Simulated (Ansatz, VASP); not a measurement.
# SbP: VASP beside Ansatz

Wanted: the spread between two codes on one cell, functional and k mesh. The cell is generated by rule, not measured, and may not be a known phase. The cell is taken from a series of runs on this material, whose earlier steps may have relaxed, scaled, displaced or heated it; both programs get it as it stands.

Program: Ansatz 0.2.0. Level of theory: plane waves, with VASP 6.6.1 beside it; single point at r2SCAN. Results are calculated unless marked as measured.

The structure was built from a prototype and need not be the compound's stable phase.

## (1) The structure

It takes space group Pnma (No. 62, orthorhombic). Conventional cell: a = 7.138 Å, b = 3.810 Å, c = 6.599 Å, α = 90.00°, β = 90.00°, γ = 90.00°. Sb has 6 P at 2.60 to 3.09 Å nearest. Nearest to P lie 6 Sb at 2.60 to 3.09 Å. Farther neighbours are not listed.

As a file:

```cif
data_structure
_symmetry_space_group_name_H-M 'P 1'
_symmetry_Int_Tables_number 1
_cell_length_a 3.8102
_cell_length_b 6.5994
_cell_length_c 7.1375
_cell_angle_alpha 90.000
_cell_angle_beta 90.000
_cell_angle_gamma 90.000
_cell_volume 179.47
loop_
_atom_site_label
_atom_site_type_symbol
_atom_site_fract_x
_atom_site_fract_y
_atom_site_fract_z
_atom_site_occupancy
Sb1 Sb 0.00000 0.99208 0.00637 1
Sb2 Sb 0.50000 0.50792 0.99363 1
Sb3 Sb 0.00000 0.00792 0.50637 1
Sb4 Sb 0.50000 0.49208 0.49363 1
P5 P 0.00000 0.33333 0.29483 1
P6 P 0.50000 0.83333 0.20517 1
P7 P 0.50000 0.16667 0.70517 1
P8 P 0.00000 0.66667 0.79483 1
```

## (2) VASP: single point, r2SCAN, pair 1

A single point gives forces, pressure and levels at one fixed geometry, so differences don't come from the geometry; what else differs is listed under the comparison.

Lines of VASP's logs that name or quote its potential files are left out, and so is its time.

INCAR reads:

```
SYSTEM = SbP
PREC = Accurate
ENCUT = 550
EDIFF = 1E-06
NELM = 120
ISMEAR = 1
SIGMA = 0.2
LREAL = .FALSE.
ALGO = Normal
METAGGA = R2SCAN
LASPH = .TRUE.
NBANDS = 28
LORBIT = 11
LWAVE = .FALSE.
LCHARG = .FALSE.
ISIF = 2
GGA_COMPAT = .FALSE.
LMIXTAU = .TRUE.
KPAR = 2
```

POSCAR reads:

```
SbP
1.0
    3.8101862182      0.0000029157      0.0000000000
   -0.0000050501      6.5994361162      0.0000000000
    0.0000000000      0.0000000000      7.1375046290
Sb P
4 4
Direct
    0.0000000000      0.9920841558      0.0063690382
    0.5000000000      0.5079158442      0.9936309618
    0.0000000000      0.0079158442      0.5063690382
    0.5000000000      0.4920841558      0.4936309618
    0.0000000000      0.3333333333      0.2948335961
    0.5000000000      0.8333333333      0.2051664039
    0.5000000000      0.1666666667      0.7051664039
    0.0000000000      0.6666666667      0.7948335961
```

KPOINTS reads:

```
Automatic mesh
0
Gamma
10 6 6
0 0 0
```

Potentials, in the order of the species: Sb and P (PBE family, release 64).

Command:

```
$ mpirun -np 2 vasp_std
```

Numbers of over 12 decimals in the logs are rounded to 6 here.

Log:

```text
[banner, memory and clock lines left out]
running    2 mpi-ranks, on    1 nodes
 distrk:  each k-point on    1 cores,    2 groups
 distr:  one band on    1 cores,    1 groups

 POSCAR found type information on POSCAR SbP
 POSCAR found :  2 types and       8 ions
|                                                                             |
|               ----> ADVICE to this user running VASP <----                  |
|                                                                             |
|     You enforced a specific xc type in the INCAR file but a different       |
|     [... a line on the potential file left out ...]
|     I HOPE YOU KNOW WHAT YOU ARE DOING!                                     |
|                                                                             |

 LDA part: xc-table for (None), standard interpolation
 POSCAR, INCAR and KPOINTS ok, starting setup
 FFT: planning ... GRIDC
 FFT: planning ... GRID_SOFT
 FFT: planning ... GRID
 WAVECAR not read
 entering main loop
       N       E                     dE             d eps       ncg     rms          rms(c)
DAV:   1     0.108772823407E+03    0.10877E+03   -0.15814E+04  5376   0.127E+03
DAV:   2    -0.124107090864E+03   -0.23288E+03   -0.22619E+03  6504   0.209E+02
DAV:   3    -0.142872310223E+03   -0.18765E+02   -0.18272E+02  6732   0.618E+01
DAV:   4    -0.143321623095E+03   -0.44931E+00   -0.44584E+00  6848   0.976E+00
DAV:   5    -0.143329593344E+03   -0.79702E-02   -0.79621E-02  6840   0.139E+00    0.976E+00
DAV:   6    -0.138646029792E+03    0.46836E+01   -0.27697E+00  6016   0.698E+00    0.651E+00
DAV:   7    -0.136078842602E+03    0.25672E+01   -0.12298E+00  6012   0.530E+00    0.287E+00
DAV:   8    -0.136530977578E+03   -0.45213E+00   -0.65010E-01  5912   0.445E+00    0.720E-01
DAV:   9    -0.136573199543E+03   -0.42222E-01   -0.96622E-02  6036   0.192E+00    0.346E-01
DAV:  10    -0.136588307470E+03   -0.15108E-01   -0.64179E-02  5720   0.171E+00    0.144E-01
DAV:  11    -0.136595052015E+03   -0.67445E-02   -0.20467E-02  5820   0.951E-01    0.754E-02
DAV:  12    -0.136595400810E+03   -0.34880E-03   -0.20211E-03  6716   0.335E-01    0.662E-02
DAV:  13    -0.136595948266E+03   -0.54746E-03   -0.37379E-04  6348   0.107E-01    0.271E-02
DAV:  14    -0.136594347543E+03    0.16007E-02   -0.21675E-03  5672   0.314E-01    0.355E-02
DAV:  15    -0.136596037214E+03   -0.16897E-02   -0.79519E-04  5664   0.180E-01    0.220E-02
DAV:  16    -0.136596071777E+03   -0.34563E-04   -0.27768E-05  6628   0.326E-02    0.143E-02
DAV:  17    -0.136596096870E+03   -0.25093E-04   -0.10197E-05  5952   0.211E-02    0.818E-03
DAV:  18    -0.136596096635E+03    0.23486E-06   -0.60902E-06  5780   0.140E-02
   1 F= -.13659610E+03 E0= -.13659545E+03  d E =-.193886E-02
```

OUTCAR, selected parts (step 2):

```text
ion  position               nearest neighbor table
   1  0.000  0.992  0.006-   6 2.60   6 2.60   8 2.63   5 3.05   7 3.09   7 3.09   3 3.57   3 3.57
                             2 3.72   2 3.72
   2  0.500  0.508  0.994-   8 2.60   8 2.60   6 2.63   7 3.05   5 3.09   5 3.09   4 3.57   4 3.57
                             1 3.72   1 3.72
   3  0.000  0.008  0.506-   7 2.60   7 2.60   5 2.63   8 3.05   6 3.09   6 3.09   1 3.57   1 3.57
                             4 3.72   4 3.72
   4  0.500  0.492  0.494-   5 2.60   5 2.60   7 2.63   6 3.05   8 3.09   8 3.09   2 3.57   2 3.57
                             3 3.72   3 3.72
   5  0.000  0.333  0.295-   4 2.60   4 2.60   3 2.63   1 3.05   2 3.09   2 3.09
   6  0.500  0.833  0.205-   1 2.60   1 2.60   2 2.63   4 3.05   3 3.09   3 3.09
   7  0.500  0.167  0.705-   3 2.60   3 2.60   4 2.63   2 3.05   1 3.09   1 3.09
   8  0.000  0.667  0.795-   2 2.60   2 2.60   1 2.63   3 3.05   4 3.09   4 3.09

  LATTYP: Found a simple orthorhombic cell.
 ALAT       =     3.8101862182
 B/A-ratio  =     1.7320508076
 C/A-ratio  =     1.8732692368

 Subroutine GETGRP returns: Found  8 space group operations
 (whereof  2 operations were pure point group operations)

The static configuration has the point symmetry C_1h.
 The point group associated with its full space group is D_2h.

 Found     96 irreducible k-points:

   k-points           NKPTS =     96   k-points in BZ     NKDIM =     96   number of bands    NBANDS=     28

   dimension x,y,z NGX =    30 NGY =   50 NGZ =   56
   dimension x,y,z NGXF=    60 NGYF=  100 NGZF=  112

   ENCUT  =  550.0 eV  40.42 Ry    6.36 a.u.   7.29 12.62 13.65*2*pi/ulx,y,z

   NELECT =      40.0000    total number of electrons

 k-points in reciprocal lattice and weights: Automatic mesh
   0.00000000  0.00000000  0.00000000       0.003
   0.10000000  0.00000000  0.00000000       0.006
   0.20000000  0.00000000  0.00000000       0.006
   0.30000000  0.00000000  0.00000000       0.006
   0.40000000  0.00000000  0.00000000       0.006
   0.50000000  0.00000000  0.00000000       0.003
   0.00000000  0.16666667  0.00000000       0.006
   0.10000000  0.16666667  0.00000000       0.011
   0.20000000  0.16666667  0.00000000       0.011
[...]
0.40000000  0.50000000  0.50000000       0.006
   0.50000000  0.50000000  0.50000000       0.003

 average (electrostatic) potential at core
       1 -90.4799       2 -90.4799       3 -90.4799       4 -90.4799       5 -83.9385
       6 -83.9385       7 -83.9385       8 -83.9385

 E-fermi :   8.1252

 k-point     1 :       0.0000    0.0000    0.0000
  band No.  band energies     occupation
    ...
     16       6.2178      2.00000
     17       6.2359      2.00000
     18       6.7051      2.00000
     19       7.5044      2.00010
     20       7.5470      2.00034
     21       9.0003     -0.00000
     22       9.2358     -0.00000
     23       9.3597     -0.00000
     24       9.7359     -0.00000
     25       9.8562     -0.00000
    ...

 k-point     2 :       0.1000    0.0000    0.0000
  band No.  band energies     occupation
    ...
     16       6.1670      2.00000
     17       6.4442      2.00000
     18       6.8842      2.00000
     19       7.5849      2.00090
     20       8.0544      1.55985
     21       8.3889     -0.06854
     22       9.0963     -0.00000
     23       9.4245     -0.00000
     24       9.6681     -0.00000
     25      10.2702     -0.00000
    ...

 k-point     3 :       0.2000    0.0000    0.0000
  band No.  band energies     occupation
    ...
     16       5.5368      2.00000
     17       6.2522      2.00000
     18       6.4957      2.00000
     19       6.7238      2.00000
     20       8.1716      0.61925
     21       9.0059     -0.00000
     22       9.4410     -0.00000
     23       9.4963     -0.00000
     24       9.9917     -0.00000
     25      10.5716     -0.00000
    ...

  Total        5.0940105      3.4581243     10.9433791      0.0000013      0.0000000      0.0000000
  in kB       45.4748196     30.8710748     97.6928076      0.0000112      0.0000000      0.0000000
  external PRESSURE =      58.0129007 kB  Pullay stress =       0.0000000 kB

  energy-cutoff  :      550.00
  volume of cell :      179.47
      direct lattice vectors                 reciprocal lattice vectors
     3.810186218  0.000002916  0.000000000     0.262454364  0.000000201  0.000000000
    -0.000005050  6.599436116  0.000000000    -0.000000116  0.151528098  0.000000000
     0.000000000  0.000000000  7.137504629     0.000000000  0.000000000  0.140104988

 POSITION                                       TOTAL-FORCE (eV/Angst)
 -----------------------------------------------------------------------------------
     -0.00001      6.54720      0.04546        -0.000000      0.188886     -0.020993
      1.90509      3.35196      7.09205         0.000000     -0.188886      0.020993
     -0.00000      0.05224      3.61421         0.000000     -0.188886     -0.020993
      1.90509      3.24748      3.52329        -0.000000      0.188886      0.020993
     -0.00000      2.19981      2.10438        -0.000000      0.192705     -0.212569
      1.90509      5.49953      1.46438        -0.000000      0.192705      0.212569
      1.90509      1.09991      5.03313         0.000000     -0.192705      0.212569
     -0.00000      4.39962      5.67313         0.000000     -0.192705     -0.212569
 -----------------------------------------------------------------------------------
    total drift:                               -0.000000     -0.000000      0.000000

  FREE ENERGIE OF THE ION-ELECTRON SYSTEM (eV)
  ---------------------------------------------------
  free  energy   TOTEN  =      -136.5960966350 eV

  energy  without entropy=     -136.5941577718  energy(sigma->0) =     -136.59545035

 total charge
# of ion       s       p       d       tot
------------------------------------------
    1        1.230   1.065   0.069   2.364
    2        1.230   1.065   0.069   2.364
    3        1.230   1.065   0.069   2.364
    4        1.230   1.065   0.069   2.364
    5        1.080   1.399   0.000   2.479
    6        1.080   1.399   0.000   2.479
    7        1.080   1.399   0.000   2.479
    8        1.080   1.399   0.000   2.479
--------------------------------------------------
tot          9.239   9.857   0.276  19.373

[... 3 further parts left out ...]
```

The run ends at a pressure of 5.80 GPa, with forces up to 0.29 eV/Å.

## (3) Ansatz: single point, r2SCAN, pair 1

Ansatz runs on its default PAW (the set named soft_2) files.

The same cell, functional, mesh and smearing now go to Ansatz, which takes its cutoff from its data sets.

input.yaml reads:

```yaml
crystal:
  lattice:
    - [3.8101862182, 2.9157e-06, 0.0]
    - [-5.0501e-06, 6.5994361162, 0.0]
    - [0.0, 0.0, 7.137504629]
  atoms:
    - { symbol: Sb, position: [0.0, -0.0079158442, 0.0063690382] }
    - { symbol: Sb, position: [0.5, 0.5079158442, -0.0063690382] }
    - { symbol: Sb, position: [0.0, 0.0079158442, 0.5063690382] }
    - { symbol: Sb, position: [0.5, 0.4920841558, 0.4936309618] }
    - { symbol: P, position: [0.0, 0.3333333333, 0.2948335961] }
    - { symbol: P, position: [0.5, 0.8333333333, 0.2051664039] }
    - { symbol: P, position: [0.5, 0.1666666667, 0.7051664039] }
    - { symbol: P, position: [0.0, 0.6666666667, 0.7948335961] }
kpoints:
  mp_grid: { grid: [10, 6, 6] }
hamiltonian:
  xc: r2scan
scf:
  occupations: { method: methfessel_paxton, width: 0.2 }
output:
  forces: true
  stress: true
  eigenvalues: true
```

Command:

```
$ ansatz run input.yaml --threads 4 --pin off --max-ram 7168MiB --backend cpu --events-out ev --progress --plain --runs-dir out
```

Log:

```text
Engine: ansatz 0.2.0, aarch64-unknown-linux-gnu
Pseudopotentials: kind: paw
Pseudopotential: Sb, paw, valence charge 15, recommended cutoff 500 eV (meta_gga), Sb.paw.azcp
Pseudopotential: P, paw, valence charge 5, recommended cutoff 500 eV (meta_gga), P.paw.azcp
Functional definition: r2SCAN
  parameter k0 = 0.174
  parameter k1 = 0.065
  parameter a1 = 4.9479
  exchange = r2scan_x(k0 = k0, k1 = k1, a1 = a1)
  correlation = r2scan_c
Crystal: 8 atoms, lattice volume = 179.473 Å³
Basis set: ecut = 500 eV, 4495 PW (Γ), exchange–correlation on 120×200×216 points (64 copies of the dense FFT grid, shifted against one another)
Bands: 48, of which v1, the nominal top of the filled ones, is band 40 counted from 1 (39 counted from 0)
Symmetry: 8 space group operations
Space group: Pnma (ITA 62), of the structure as read, at distance tolerance 5.6e-5 Å
k-points: 96 of 360
Non-local potential: Sb, projectors of the file, l = 0: 2, l = 1: 2, l = 2: 2, l = 3: 2
Non-local potential: P, projectors of the file, l = 0: 2, l = 1: 2, l = 2: 2
PAW form: soft (Blöchl's): semilocal exchange-correlation on the pseudo side does not see the compensation charge
PAW frozen core: Sb, regenerated for the run's functional (the file was generated under x = pbe(κ = 0.804, μ = 0.219515), c = pbe(β = 0.066725))
PAW frozen core: P, regenerated for the run's functional (the file was generated under x = pbe(κ = 0.804, μ = 0.219515), c = pbe(β = 0.066725))
PAW one-centre angular grid: Sb, 590 points (default); XC on 160 Gauss nodes
PAW one-centre angular grid: P, 302 points (default); XC on 160 Gauss nodes
Initial density: superposition of atomic densities (neutral atoms: chi_scale 0, normalization atom), corrected by the library's trained network
Initial wavefunctions: pseudopotential atomic-orbital guess
Functional: x = r2scan, c = r2scan; τ floored in thin density (d = 2e-4 eV/Å³)
SCF iter   1: F=—  HF=-29030.987315 eV  |F-HF|=—  |Δ(HF+E_count)|=         —  Δρ=5.01e-3  dr2=2.97e-2  dr2_τ=2.19e-2  ethr=1.77e-3  ⟨swp⟩=8.0  Hψ=19950  notcnv=0
preconditioner: auto → Kerker (q_TF=auto, 2.385 Å⁻¹)  [metal: Δε(μ)=0.025 eV  Ē_g=8.394 eV  σ=0.200 eV  W_gap=0.10  n_scr=38 (ndim 8)  ℏωp=17.5 eV  f_vac=0.000  D(μ)=2.19/eV (n_scr^D=8)]
SCF iter   2: F=—  HF=-29031.082021 eV  |F-HF|=—  |Δ(HF+E_count)|=   9.47e-2  S|Δr|=    0.00e0  Δρ=2.86e-3  dr2=1.17e-2  dr2_τ=2.48e-4  ethr=3.71e-5  ⟨swp⟩=2.5  Hψ=9348  notcnv=0  defer=5
SCF iter   3: F=—  HF=-29031.085138 eV  |F-HF|=—  |Δ(HF+E_count)|=   3.12e-3  S|Δr|=    0.00e0  Δρ=1.02e-3  dr2=1.50e-3  dr2_τ=2.97e-5  ethr=1.46e-5  ⟨swp⟩=2.5  Hψ=6414  notcnv=0  defer=5
SCF iter   4: F=—  HF=-29031.085468 eV  |F-HF|=—  |Δ(HF+E_count)|=   3.30e-4  S|Δr|=    0.00e0  Δρ=1.93e-4  dr2=8.84e-5  dr2_τ=2.15e-6  ethr=1.87e-6  ⟨swp⟩=2.9  Hψ=8533  notcnv=0  defer=5
SCF iter   5: F=—  HF=-29031.085506 eV  |F-HF|=—  |Δ(HF+E_count)|=   3.72e-5  S|Δr|=    0.00e0  Δρ=6.53e-5  dr2=1.15e-5  dr2_τ=1.37e-7  ethr=1.11e-7  ⟨swp⟩=2.0  Hψ=5923  notcnv=0  defer=5
SCF iter   6: F=—  HF=-29031.085509 eV  |F-HF|=—  |Δ(HF+E_count)|=   3.16e-6  S|Δr|=    0.00e0  Δρ=1.39e-5  dr2=4.59e-7  dr2_τ=3.06e-8  ethr=1.44e-8  ⟨swp⟩=2.0  Hψ=6417  notcnv=0  defer=5
SCF iter   7: F=-29031.085509 eV  HF=-29031.085509 eV  |F-HF|=2.01e-8  |Δ(HF+E_count)|=   2.01e-7  S|Δr|=    0.00e0  Δρ=4.68e-6  dr2=4.48e-8  dr2_τ=1.48e-9  ethr=1.25e-10  ⟨swp⟩=11.7  Hψ=22016  notcnv=0
SCF 1 converged in 7 iterations: F = -29031.085509 eV  dr2 = 4.48e-8
  greatest PAW one-centre occupation: 0.994 electrons in one spin orbital (limit 2), on the Sb atom at site 1 (counted from 0), in its partial waves of l = 2
SCF converged after 7 iterations
Stability not checked: this state was not tested for a lower state beside it, because cold or Methfessel-Paxton smearing, or corrected tetrahedra, fill the levels in a way that the test cannot read (fill_not_monotonic; see scf.lower_state_search)
Free energy (F): -29031.085509 eV
Harris-Foulkes:  -29031.085509 eV  (|F-HF|=2.01e-8)
Internal energy: -29031.083622 eV  (E = F + TS)
E sigma→0 (E₀):  -29031.085037 eV
Entropy (-TS):   -0.001887 eV (-0.236 meV/atom)
Fermi energy:    10.460768 eV
--- Per-component energies (eV) ---
  E_band       = -640.439462
  E_kinetic    = 1108.577724
  E_local      = -6706.807816  (includes V_loc(G=0)·N_el)
  E_nonlocal   = 1586.304288
  E_hartree    = 3030.265202
  E_xc         = -744.403224
  E_vxc        = -673.375884  (∫ρ·V_xc dr)
  E_paw        = -20709.327183  (= ΣΔE_a)
  E_vpaw       = -2055.033960  (= ΣTr[D̂ρ^β])
  E_aug_tail   = -0.000001  (compensation charges beyond the density's cutoff)
  E_vtau       = 39.366111  (kinetic-family band-sum trace: ∫τ·v_τ [+ j·A + Jᵃ·Aᵃ] dr)
  E_ewald      = -6597.353391
  E_core_change = 1.660779  (= ΣΔE_core)
  E_smearing   = -0.001887  (= −TS)
  E_closure    = -0.000000  (closes the sum)
  Σ components = -29031.085509   (vs F -29031.085509, Δ=0.00e0)
--- Forces (eV/Å), atoms counted from 1 ---
  atom   1  Sb    -0.00000011     0.14326401    -0.00475325
  atom   2  Sb     0.00000011    -0.14326401     0.00475325
  atom   3  Sb     0.00000011    -0.14326401    -0.00475325
  atom   4  Sb    -0.00000011     0.14326401     0.00475325
  atom   5  P     -0.00000015     0.19793341    -0.16844900
  atom   6  P     -0.00000015     0.19793341     0.16844900
  atom   7  P      0.00000015    -0.19793341     0.16844900
  atom   8  P      0.00000015    -0.19793341    -0.16844900
  max |Σ_I F_I| component: 4.34e-18 eV/Å
--- Stress (GPa, compression-positive) ---
        4.503881       0.000001       0.000000
        0.000001       3.005386      -0.000000
        0.000000      -0.000000       9.802760
  P = ⅓ Tr σ = 5.7707 GPa (57.707 kbar)
--- Band table (eV; the first three rows and the last of 96) ---
  k-point 0: bands = [... 36 lower, 8.5840, 9.0366, 9.8360, 9.8859, 11.3418, 11.5659, 11.6837, 12.0660, ... 4 higher]
  k-point 1: bands = [... 36 lower, 8.6221, 8.7740, 9.8229, 10.4937, 11.1311, 11.2330, 11.9431, 12.0233, ... 4 higher]
  k-point 2: bands = [... 36 lower, 8.8779, 9.0966, 9.5334, 10.6150, 11.1185, 11.3436, 12.0580, 12.1322, ... 4 higher]
  k-point 95: bands = [... 36 lower, 7.3722, 7.3722, 7.3722, 7.3722, 12.1064, 12.1064, 12.1064, 12.1064, ... 4 higher]
```

In the SCF lines HF is the Harris–Foulkes energy and dr2 the Hartree energy of the density residual, in eV; the loop may stop once dr2 is under the threshold and the program's other checks hold. Hψ counts applications of the Hamiltonian.

The run ends at a pressure of 5.77 GPa, with forces up to 0.26 eV/Å.

## (4) Side by side

Known differences besides the potentials themselves: VASP keeps PBE cores, Ansatz makes them for the functional; the data sets hold 80 valence electrons in Ansatz (on its default PAW (the set named soft_2) files) and 40 in VASP; the cutoff is 500 eV in Ansatz and 550 eV in VASP. Total energies have different zeros and are not compared.

The two programs side by side:

```csv
quantity,Ansatz,VASP,difference
pressure (GPa),5.77,5.80,-0.03
```

Forces (eV/Å; atoms numbered as in POSCAR):

```csv
atom,"Ansatz x, y, z","VASP x, y, z"
Sb1,"0.000, 0.143, -0.005","0.000, 0.189, -0.021"
Sb2,"0.000, -0.143, 0.005","0.000, -0.189, 0.021"
Sb3,"0.000, -0.143, -0.005","0.000, -0.189, -0.021"
Sb4,"0.000, 0.143, 0.005","0.000, 0.189, 0.021"
P5,"0.000, 0.198, -0.168","0.000, 0.193, -0.213"
P6,"0.000, 0.198, 0.168","0.000, 0.193, 0.213"
P7,"0.000, -0.198, 0.168","0.000, -0.193, 0.213"
P8,"0.000, -0.198, -0.168","0.000, -0.193, -0.213"
```

The forces differ by 27 meV/Å r.m.s., which is 19.1 % of the r.m.s. force of 0.141 eV/Å (both taken over all components).

(Continued in part 2 of 2.)

[Lines on the potential files, build, host, timing and source positions are cut from VASP's logs without a mark.]

[Logs are printed without paths, hosts, clocks, repeated set-up lines and the standing remarks that a program may print on its own settings, such as how far it seeks lower states.]

[Hosts, paths, dates, database ids (printed as entryN), source tags and the programs' standing remarks are cut or masked in the printed files.]
